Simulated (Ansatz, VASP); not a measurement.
## KI in two plane-wave programs

Aim: how closely do two programs agree when they are given the same cell, functional and k mesh? The cell is taken from a series of runs on this material, whose earlier steps may have relaxed, scaled, displaced or heated it; both programs get it as it stands.

Program: Ansatz 0.2.0. Level of theory: plane waves, with VASP 6.6.1 beside it; zone-centre phonons at LDA. Results are calculated unless marked as measured.

### 1. The structure

Symmetry: Fm-3m, No. 225, cubic system. Conventional cell: a = 6.817 Å, b = 6.817 Å, c = 6.817 Å, α = 90.00°, β = 90.00°, γ = 90.00°. Nearest to K lie 6 I at 3.41 Å. Nearest to I lie 6 K at 3.41 Å. Farther neighbours and most contacts between anions are not listed.

### 2. Ansatz: zone-centre phonons, LDA

Ansatz runs on its default PAW (the set named soft_2) files.

Second derivatives magnify differences that forces hide, and they need a tight electronic threshold.

input.yaml reads:

```yaml
crystal:
  lattice:
    - [0.0, 3.4087163076, 3.4087163076]
    - [3.4087163076, 0.0, 3.4087163076]
    - [3.4087163076, 3.4087163076, 0.0]
  atoms:
    - { symbol: K, position: [0.0, 0.0, 0.0] }
    - { symbol: I, position: [0.5, 0.5, 0.5] }
kpoints:
  mp_grid: { grid: [8, 8, 8] }
hamiltonian:
  xc: lda
scf:
  occupations: { method: fixed }
output:
  eigenvalues: true
phonons:
  method: dfpt
  dielectric: true
  rigid_motions: translations
```

On the command line:

```bash
$ ansatz run input.yaml --threads 4 --pin off --max-ram 7168MiB --backend cpu --events-out ev --progress --plain --runs-dir out
```

Numbers of over 12 decimals in the logs are rounded to 6 here.

The program printed:

```text
Engine: ansatz 0.2.0, aarch64-unknown-linux-gnu
Pseudopotentials: kind: paw
Pseudopotential: K, paw, valence charge 9, recommended cutoff 420 eV (normal), K.paw.azcp
Pseudopotential: I, paw, valence charge 17, recommended cutoff 420 eV (normal), I.paw.azcp
Functional definition: SPW92
  exchange = slater_x
  correlation = pw_c
Crystal: 2 atoms, lattice volume = 79.214 Å³
Basis set: ecut = 420 eV, 1471 PW (Γ), exchange–correlation on 72×72×72 points (8 copies of the dense FFT grid, shifted against one another)
Bands: 17, of which v1, the nominal top of the filled ones, is band 13 counted from 1 (12 counted from 0)
Symmetry: 48 space group operations
k-points: 59 of 512 (irreducible under 8 space group operations, time reversal used)
Non-local potential: K, projectors of the file, l = 0: 3, l = 1: 2, l = 2: 2
Non-local potential: I, projectors of the file, l = 0: 2, l = 1: 2, l = 2: 2, l = 3: 2
PAW form: soft (Blöchl's): semilocal exchange-correlation on the pseudo side does not see the compensation charge
PAW frozen core: K, regenerated for the run's functional, and the local potential with it (the file was generated under x = pbe(κ = 0.804, μ = 0.219515), c = pbe(β = 0.066725))
PAW frozen core: I, regenerated for the run's functional, and the local potential with it (the file was generated under x = pbe(κ = 0.804, μ = 0.219515), c = pbe(β = 0.066725))
PAW one-centre angular grid: K, 110 points (default); XC on 64 Gauss nodes
PAW one-centre angular grid: I, 590 points (default); XC on 64 Gauss nodes
Initial density: superposition of atomic densities (neutral atoms: chi_scale 0, normalization atom), corrected by the library's trained network
Initial wavefunctions: pseudopotential atomic-orbital guess
Functional: x = slater, c = lda
SCF iter   1: F=—  HF=-8855.100087 eV  |F-HF|=—  |Δ(HF+E_count)|=         —  Δρ=4.69e-3  dr2=8.18e-3  ethr=1.77e-3  ⟨swp⟩=5.2  Hψ=4751  notcnv=0  defer=115
preconditioner: auto → none  [insulator: Δε(μ)=3.858 eV  Ē_g=13.644 eV  n_scr=14 (ndim 8)  ℏωp=15.6 eV  f_vac=0.104  ε∞_Penn≈2.3]
SCF iter   2: F=—  HF=-8855.097396 eV  |F-HF|=—  |Δ(HF+E_count)|=   2.69e-3  Δρ=2.25e-3  dr2=1.58e-3  ethr=3.14e-5  ⟨swp⟩=2.3  Hψ=2022  notcnv=0  defer=116
SCF iter   3: F=—  HF=-8855.097236 eV  |F-HF|=—  |Δ(HF+E_count)|=   1.60e-4  Δρ=3.74e-4  dr2=1.48e-4  ethr=6.08e-6  ⟨swp⟩=2.9  Hψ=1839  notcnv=0  defer=116
SCF iter   4: F=—  HF=-8855.097171 eV  |F-HF|=—  |Δ(HF+E_count)|=   6.50e-5  Δρ=6.59e-5  dr2=2.87e-6  ethr=5.68e-7  ⟨swp⟩=2.1  Hψ=1834  notcnv=0  defer=116
SCF iter   5: F=—  HF=-8855.097171 eV  |F-HF|=—  |Δ(HF+E_count)|=   4.99e-7  Δρ=1.12e-5  dr2=4.32e-8  ethr=1.10e-8  ⟨swp⟩=2.0  Hψ=1191  notcnv=0  defer=96
SCF iter   6: F=—  HF=-8855.097171 eV  |F-HF|=—  |Δ(HF+E_count)|=   1.11e-9  Δρ=2.07e-6  dr2=2.07e-9  ethr=1.66e-10  ⟨swp⟩=2.3  Hψ=1779  notcnv=0  defer=96
SCF iter   7: F=—  HF=-8855.097171 eV  |F-HF|=—  |Δ(HF+E_count)|=  3.37e-10  Δρ=3.82e-7  dr2=2.70e-10  ethr=1.00e-12  ⟨swp⟩=11.8  Hψ=7411  notcnv=0
SCF iter   8: F=-8855.097171 eV  HF=-8855.097171 eV  |F-HF|=3.64e-12  |Δ(HF+E_count)|=  1.24e-10  Δρ=5.63e-8  dr2=6.14e-12  ethr=1.00e-12  ⟨swp⟩=6.8  Hψ=4307  notcnv=0
SCF 1 converged in 8 iterations: F = -8855.097171 eV  dr2 = 6.14e-12
  greatest PAW one-centre occupation: 1.000 electrons in one spin orbital (limit 2), on the I atom at site 1 (counted from 0), in its partial waves of l = 2
DFPT response loops at Γ: preconditioner auto → none (the input reference at scf.mixing.eps_inf says where Resta's filter doesn't serve); β = 0.50; Broyden in place of MSR1
SCF converged after 8 iterations
Free energy (F): -8855.097171 eV
Harris-Foulkes:  -8855.097171 eV  (|F-HF|=3.64e-12)
Internal energy: -8855.097171 eV  (E = F + TS)
E sigma→0 (E₀):  -8855.097171 eV
Fermi energy:    2.900639 eV
--- Per-component energies (eV) ---
  E_band       = -504.776616
  E_kinetic    = 444.323831
  E_local      = -2710.858644  (includes V_loc(G=0)·N_el)
  E_nonlocal   = -69.610571
  E_hartree    = 1287.913919
  E_xc         = -260.720330
  E_vxc        = -292.798287  (∫ρ·V_xc dr)
  E_paw        = -5403.472135  (= ΣΔE_a)
  E_vpaw       = -451.660980  (= ΣTr[D̂ρ^β])
  E_aug_tail   = 0.000064  (compensation charges beyond the density's cutoff)
  E_ewald      = -2143.712020
  E_core_change = 1.038715  (= ΣΔE_core)
  E_smearing   = -0.000000  (= −TS)
  E_closure    = 0.000000  (closes the sum)
  Σ components = -8855.097171   (vs F -8855.097171, Δ=0.00e0)
--- Band table (eV; the first three rows and the last of 59) ---
  k-point 0: bands = [... 9 lower, -7.8942, 2.9006, 2.9006, 2.9006, 6.7700, 9.1380, 9.1380, 9.1380]
  k-point 1: bands = [... 9 lower, -7.8062, 2.5659, 2.8261, 2.8261, 7.2130, 9.0719, 9.3261, 9.3261]
  k-point 2: bands = [... 9 lower, -7.6222, 1.9346, 2.6581, 2.6581, 7.9129, 9.3649, 9.8226, 9.8226]
  k-point 58: bands = [... 9 lower, -7.5696, 2.0063, 2.0063, 2.1291, 9.1790, 9.1790, 9.5838, 11.2370]
--- Phonons (Γ-DFPT): 2 representative perturbations + reference, on 59 of 512 k-points (Σ response iterations 6) ---
  k mesh reduced under 8 symmetry operations, with k and −k counted as one. Each operation leaves every solved perturbation unchanged. A smaller set is not considered because the run solves the response to a homogeneous field
  ASR residual: 5.900e-5 → 0.000e0 eV/Å²; symmetrization residual: 3.667e-6 eV/Å²
  ASR residual per site (eV/Å²): 2.93e-6 5.90e-5
  Γ frequencies (cm⁻¹): 0.00 0.00 0.00 114.88 114.88 114.88
  ε∞ (high-frequency dielectric tensor):
        3.121431    -0.000000     0.000000
        0.000000     3.121431    -0.000000
        0.000000     0.000000     3.121431
  ε⁰ (static dielectric tensor: ions relaxed, cell fixed):
        5.045571     0.000000     0.000000
        0.000000     5.045571     0.000000
       -0.000000     0.000000     5.045571
  ε⁰ − ε∞ (ionic part):
        1.924140     0.000000    -0.000000
        0.000000     1.924140     0.000000
       -0.000000     0.000000     1.924140
  softest optical mode at Γ: 114.88 cm⁻¹; the repairs (sum rule, projections) moved no ω² at Γ by more than (0.53 cm⁻¹)²
  Born effective charges Z* (e; rows j = field, columns β = displacement):
    site 0:
         1.10534    0.00000   -0.00000
        -0.00000    1.10534   -0.00000
        -0.00000   -0.00000    1.10534
    site 1:
        -1.10534   -0.00000    0.00000
         0.00000   -1.10534    0.00000
         0.00000    0.00000   -1.10534
  Z* charge neutrality: 2.509e-5 e pre-enforcement
  k-mesh period / interband length: 38.6 Å / 1.78 Å = 21.71 at k = (0.0000, 0.0000, 0.0000), direct gap 3.869 eV — 14 or more, which is no proof of convergence
  optical modes at Γ without the LO–TO term, one row a degenerate level:
      ω (cm⁻¹)  modes    IR ((D/Å)²/amu)
        114.88      3             2.8292
  optical modes at Γ + LO–TO along q̂ = [1.0000, 0.0000, 0.0000]:
      ω (cm⁻¹)  modes    IR ((D/Å)²/amu)
        114.88      2             1.8861
        146.05      1             0.9431
  optical modes at Γ + LO–TO along q̂ = [0.0000, 1.0000, 0.0000]:
      ω (cm⁻¹)  modes    IR ((D/Å)²/amu)
        114.88      2             1.8861
        146.05      1             0.9431
  optical modes at Γ + LO–TO along q̂ = [0.0000, 0.0000, 1.0000]:
      ω (cm⁻¹)  modes    IR ((D/Å)²/amu)
        114.88      2             1.8861
        146.05      1             0.9431
```

(Continued in part 2 of 2.)

[Lines on the potential files, build, host, timing and source positions are cut from VASP's logs without a mark.]

[Logs are printed without paths, hosts, clocks, repeated set-up lines and the standing remarks that a program may print on its own settings, such as how far it seeks lower states.]

[Hosts, paths, dates, database ids (printed as entryN), source tags and the programs' standing remarks are cut or masked in the printed files.]
